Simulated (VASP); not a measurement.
Calculation: optB88-vdW, VASP's PBE PAW potentials (set 64) (plane waves; VASP).

The input files of a VASP run:

INCAR:
```
SYSTEM = AlN
PREC = Accurate
ENCUT = 520
EDIFF = 1E-7
NELM = 100
ALGO = Normal
LREAL = .FALSE.
LASPH = .TRUE.
ISMEAR = 0
SIGMA = 0.05
GGA = BO
PARAM1 = 0.1833333333
PARAM2 = 0.22
LUSE_VDW = .TRUE.
AGGAC = 0.0
LWAVE = .FALSE.
LCHARG = .FALSE.
LORBIT = 11
ICHARG = 11
```

File KPOINTS:
```
k-points along high-symmetry lines
10
Line-mode
Reciprocal
  0.000000   0.000000   0.000000 ! GAMMA
  0.000000   0.500000   0.000000 ! M

  0.000000   0.500000   0.000000 ! M
 -0.333333   0.666667   0.000000 ! K

 -0.333333   0.666667   0.000000 ! K
  0.000000   0.000000   0.000000 ! GAMMA

  0.000000   0.000000   0.000000 ! GAMMA
  0.000000   0.000000   0.500000 ! A

  0.000000   0.000000   0.500000 ! A
  0.000000   0.500000   0.500000 ! L

  0.000000   0.500000   0.500000 ! L
 -0.333333   0.666667   0.500000 ! H

 -0.333333   0.666667   0.500000 ! H
  0.000000   0.000000   0.500000 ! A

  0.000000   0.500000   0.500000 ! L
  0.000000   0.500000   0.000000 ! M

 -0.333333   0.666667   0.500000 ! H
 -0.333333   0.666667   0.000000 ! K
```

**POSCAR**
```
AlN
3.1238520
  0.4999999302  -0.8660252811   0.0000000000
  0.4999999302   0.8660252811   0.0000000000
  0.0000000000   0.0000000000   1.6021223612
Al N
2 2
direct
  0.6666670000   0.3333330000   0.5000982102
  0.3333330000   0.6666670000   0.0000982102
  0.6666670000   0.3333330000   0.8819017898
  0.3333330000   0.6666670000   0.3819017898
```

POTCAR, in this order: Al N (PBE.64 set). Program: vasp_std. Read from the step before: CHGCAR.

Output

File OSZICAR:
```
       N       E                     dE             d eps       ncg     rms          rms(c)
DAV:   1     0.524176621682E+02    0.52418E+02   -0.74228E+03  2160   0.118E+03
DAV:   2    -0.204862207610E+02   -0.72904E+02   -0.66404E+02  3200   0.207E+02
DAV:   3    -0.240969247608E+02   -0.36107E+01   -0.35868E+01  2800   0.491E+01
DAV:   4    -0.241310984196E+02   -0.34174E-01   -0.34160E-01  2560   0.553E+00
DAV:   5    -0.241316744136E+02   -0.57599E-03   -0.57597E-03  2732   0.730E-01
DAV:   6    -0.241316894313E+02   -0.15018E-04   -0.15018E-04  2572   0.120E-01
DAV:   7    -0.241316898924E+02   -0.46109E-06   -0.46109E-06  2704   0.210E-02
DAV:   8    -0.241316899072E+02   -0.14830E-07   -0.14814E-07  2120   0.383E-03
   1 F= -.24131690E+02 E0= -.24131690E+02  d E =-.138172E-14
```

### OUTCAR
```
 val. band max:        5.9159905297   @ k =  -0.0000   0.0000   0.0000

 cond. band min:      10.1632607400   @ k =   0.0000   0.0000   0.0000



 k-point     1 :       0.0000    0.0000    0.0000
  band No.  band energies     occupation
      1      -9.1177      2.00000
      2      -7.0238      2.00000
      3       0.0480      2.00000
      4       5.0651      2.00000
      5       5.0652      2.00000
      6       5.7048      2.00000
      7       5.7048      2.00000
      8       5.9160      2.00000
      9      10.1633      0.00000
     10      12.5777      0.00000
     11      16.5204      0.00000
     12      17.0290      0.00000

 k-point     2 :       0.0000    0.0556    0.0000
  band No.  band energies     occupation
      1      -9.0789      2.00000
      2      -7.0016      2.00000
      3       0.0941      2.00000
      4       4.8808      2.00000
      5       5.0122      2.00000
      6       5.5141      2.00000
      7       5.6998      2.00000
      8       5.9001      2.00000
      9      10.3563      0.00000
     10      12.7468      0.00000
     11      16.3583      0.00000
     12      16.7477      0.00000

 k-point     3 :       0.0000    0.1111    0.0000
  band No.  band energies     occupation
      1      -8.9639      2.00000
      2      -6.9376      2.00000
      3       0.2312      2.00000
      4       4.3782      2.00000
      5       4.8720      2.00000
      6       5.0437      2.00000
      7       5.6760      2.00000
      8       5.8461      2.00000
      9      10.8334      0.00000
     10      13.1764      0.00000
     11      15.8909      0.00000
     12      16.1490      0.00000

 k-point     4 :       0.0000    0.1667    0.0000
  band No.  band energies     occupation
      1      -8.7775      2.00000
      2      -6.8396      2.00000
      3       0.4562      2.00000
      4       3.6795      2.00000
      5       4.4450      2.00000
      6       4.6813      2.00000
      7       5.6237      2.00000
...
```

The density is held fixed in this step, so its total energy and stress have no physical meaning.

The compound is AlN in the wurtzite structure. It was relaxed first.
